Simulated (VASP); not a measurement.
Calculation: revPBE GGA, VASP's PBE PAW potentials (set 64) (plane waves; VASP).

A VASP calculation is set up with these files.

File POSCAR:
```
PbSe
6.3946620
  0.0000000000   0.5000000039   0.5000000039
  0.5000000039   0.0000000000   0.5000000039
  0.5000000039   0.5000000039   0.0000000000
Pb Se
1 1
Direct
  0.0000000000   0.0000000000   0.0000000000
  0.5000000000   0.5000000000   0.5000000000
```

KPOINTS:
```
Regular mesh
0
G
7 7 7
0 0 0
```

INCAR:
```
SYSTEM = PbSe
PREC = Accurate; ENCUT = 520; LREAL = F
LASPH = T
EDIFF = 1E-7; NELM = 100; ALGO = Normal
LMAXMIX = 4
ISMEAR = 0; SIGMA = 0.05
GGA = RE
ISIF = 2
LWAVE = F; LCHARG = F
```

POTCAR, in this order: Pb_d Se (PBE.64 set). Program: vasp_std.

Output

OUTCAR:
```
 ion  position               nearest neighbor table
   1  0.000  0.000  0.000-   2 3.20   2 3.20   2 3.20   2 3.20   2 3.20   2 3.20
   2  0.500  0.500  0.500-   1 3.20   1 3.20   1 3.20   1 3.20   1 3.20   1 3.20
  LATTYP: Found a face centered cubic cell.
 ALAT       =     6.3946620500
 Subroutine PRICEL returns:
 Original cell was already a primitive cell.
 Subroutine GETGRP returns: Found 48 space group operations
The static configuration has the point symmetry O_h .
The dynamic configuration has the point symmetry O_h .
 Subroutine INISYM returns: Found 48 space group operations
 Subroutine IBZKPT returns following result:
 Found     20 irreducible k-points:

 Following reciprocal coordinates:
            Coordinates               Weight
  0.000000  0.000000  0.000000      1.000000
  0.142857  0.000000  0.000000      8.000000
  0.285714  0.000000  0.000000      8.000000
  0.428571  0.000000  0.000000      8.000000
  0.142857  0.142857  0.000000      6.000000
  0.285714  0.142857  0.000000     24.000000
  0.428571  0.142857  0.000000     24.000000
 -0.428571  0.142857  0.000000     24.000000
 -0.285714  0.142857  0.000000     24.000000
 -0.142857  0.142857  0.000000     12.000000
  0.285714  0.285714  0.000000      6.000000
  0.428571  0.285714  0.000000     24.000000
 -0.428571  0.285714  0.000000     24.000000
 -0.285714  0.285714  0.000000     12.000000
  0.428571  0.428571  0.000000      6.000000
 -0.428571  0.428571  0.000000     12.000000
  0.428571  0.285714  0.142857     24.000000
 -0.428571  0.285714  0.142857     48.000000
 -0.428571  0.428571  0.142857     24.000000
 -0.285714  0.428571  0.142857     24.000000
   k-points           NKPTS =     20   k-points in BZ     NKDIM =     20   number of bands    NBANDS=     14
   number of dos      NEDOS =    301   number of ions     NIONS =      2
   total plane-waves  NPLWV =  46656
   dimension x,y,z NGX =    36 NGY =   36 NGZ =   36
...
```

**OSZICAR**
```
       N       E                     dE             d eps       ncg     rms          rms(c)
DAV:   1     0.159213872851E+03    0.15921E+03   -0.95418E+03   560   0.141E+03
DAV:   2     0.709639017387E+01   -0.15212E+03   -0.14875E+03   572   0.344E+02
DAV:   3    -0.759415457619E+01   -0.14691E+02   -0.14436E+02   764   0.110E+02
DAV:   4    -0.795871881516E+01   -0.36456E+00   -0.36443E+00   584   0.212E+01
DAV:   5    -0.797082670029E+01   -0.12108E-01   -0.12108E-01   798   0.398E+00    0.280E+00
DAV:   6    -0.757595308618E+01    0.39487E+00   -0.11239E+00   748   0.717E+00    0.147E+00
DAV:   7    -0.757578882497E+01    0.16426E-03   -0.15791E-01   612   0.208E+00    0.876E-01
DAV:   8    -0.758323278688E+01   -0.74440E-02   -0.22023E-02   602   0.178E+00    0.227E-01
DAV:   9    -0.758252332142E+01    0.70947E-03   -0.38201E-03   816   0.607E-01    0.919E-02
DAV:  10    -0.758277076746E+01   -0.24745E-03   -0.50367E-04   578   0.167E-01    0.288E-02
DAV:  11    -0.758280460364E+01   -0.33836E-04   -0.13259E-04   608   0.121E-01    0.692E-03
DAV:  12    -0.758280623180E+01   -0.16282E-05   -0.70991E-06   710   0.195E-02    0.217E-03
DAV:  13    -0.758280713909E+01   -0.90729E-06   -0.22713E-06   578   0.878E-03    0.202E-03
DAV:  14    -0.758280727799E+01   -0.13890E-06   -0.12999E-07   606   0.298E-03    0.240E-04
DAV:  15    -0.758280730082E+01   -0.22822E-07   -0.12857E-08   358   0.116E-03
   1 F= -.75828073E+01 E0= -.75828073E+01  d E =-.111119E-11
```

### OUTCAR
```
------------------------ aborting loop because EDIFF is reached ----------------------------------------
  FORCE on cell =-STRESS in cart. coord.  units (eV):
  Direction    XX          YY          ZZ          XY          YZ          ZX
  --------------------------------------------------------------------------------------
  Total       -0.8934722     -0.8934722     -0.8934722     -0.0000000      0.0000000      0.0000000
  in kB      -21.8977162    -21.8977162    -21.8977162     -0.0000000      0.0000000      0.0000000
  external PRESSURE =     -21.8977162 kB  Pullay stress =       0.0000000 kB
  volume of cell :       65.37
      direct lattice vectors                 reciprocal lattice vectors
     0.000000000  3.197331025  3.197331025    -0.156380430  0.156380430  0.156380430
     3.197331025  0.000000000  3.197331025     0.156380430 -0.156380430  0.156380430
     3.197331025  3.197331025  0.000000000     0.156380430  0.156380430 -0.156380430
  FREE ENERGIE OF THE ION-ELECTRON SYSTEM (eV)
  ---------------------------------------------------
  free  energy   TOTEN  =        -7.5828073008 eV

  energy  without entropy=       -7.5828073008  energy(sigma->0) =       -7.58280730
```
(Selected blocks of OUTCAR.)

The compound is PbSe in the rock salt structure. This cell is one point of a volume scan, at 1.06 of the reference volume.
